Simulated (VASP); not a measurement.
A convergence study with VASP on MoS$_{2}$ (atoms displaced from the space group 194 structure): one setting is varied, all else stays as given below, so the limit is that of these other settings. The cell's lengths are 1 % over those of the tabulated start and one atom is moved, so it is off equilibrium.

```xyz
6
Lattice="1.5958 -2.7640 0.0000 1.5958 2.7640 0.0000 0.0000 0.0000 12.4230" Properties=species:S:1:pos:R:3 pbc="T T T"
Mo     1.5958     0.9213     3.1057
Mo     1.5958    -0.9213     9.3172
S      1.5958     0.9213    10.9198
S      1.5958    -0.9213     4.7083
S      1.5958    -0.9213     1.5032
S      1.6564     0.9213     7.7147
```

These are PBEsol GGA, VASP's PBE PAW potentials (set 64) (plane waves; VASP 6.6.1) values and carry that method's errors. The tightest run used: 1000 eV cut-off, 9×9×2 Γ-centred mesh, Gaussian smearing of 0.050 eV, potentials Mo_sv S.

Gaps are read on the run's mesh, which can miss a band edge.

Task: The settings run are ENCUT = 150; ENCUT = 200; ENCUT = 250; ENCUT = 300; ENCUT = 350; ENCUT = 400; ENCUT = 450; ENCUT = 500; ENCUT = 550; ENCUT = 600; ENCUT = 650; ENCUT = 700; ENCUT = 750; ENCUT = 800; ENCUT = 850; ENCUT = 1000. From which on does the energy per atom stay within 0.005 eV/atom of the tightest run?

Result: From ENCUT = 300 on: it is off by 0.0014 there and by no more than 0.005 in any finer run, while ENCUT = 250 is off by 0.0145.
```tsv
setting	E (eV/atom)	pressure (GPa)	largest force (eV/Å)	gap on the mesh (eV)	plane waves	difference judged (eV/atom)
ENCUT = 150	-6.8030	-170.43	1.770	0.996	492	0.9823
ENCUT = 200	-7.6561	-35.93	1.210	0.937	724	0.1291
ENCUT = 250	-7.7708	-11.13	1.119	0.924	998	0.0145
ENCUT = 300	-7.7839	-8.42	1.155	0.922	1327	0.0014
ENCUT = 350	-7.7842	-8.47	1.158	0.921	1659	0.0010
ENCUT = 400	-7.7845	-8.30	1.160	0.921	2012	0.0008
ENCUT = 450	-7.7848	-8.12	1.162	0.921	2430	0.0005
ENCUT = 500	-7.7849	-8.07	1.162	0.921	2812	0.0003
ENCUT = 550	-7.7851	-8.08	1.162	0.921	3258	0.0002
ENCUT = 600	-7.7853	-8.07	1.163	0.921	3693	0.0000
ENCUT = 650	-7.7853	-8.05	1.164	0.921	4180	0.0001
ENCUT = 700	-7.7854	-8.04	1.164	0.921	4632	0.0001
ENCUT = 750	-7.7854	-8.03	1.164	0.921	5166	0.0001
ENCUT = 800	-7.7854	-8.03	1.164	0.921	5710	0.0001
ENCUT = 850	-7.7854	-8.03	1.164	0.921	6245	0.0001
ENCUT = 1000	-7.7853	-8.02	1.164	0.921	7912	0.0000
```

Left out are rungs that failed or repeat a setting and relaxations that didn't move; long series are thinned to 24 rows.

The compound is MoS2 in the 2H layered structure. The cell was not relaxed at this level, it is distorted from the ideal structure.
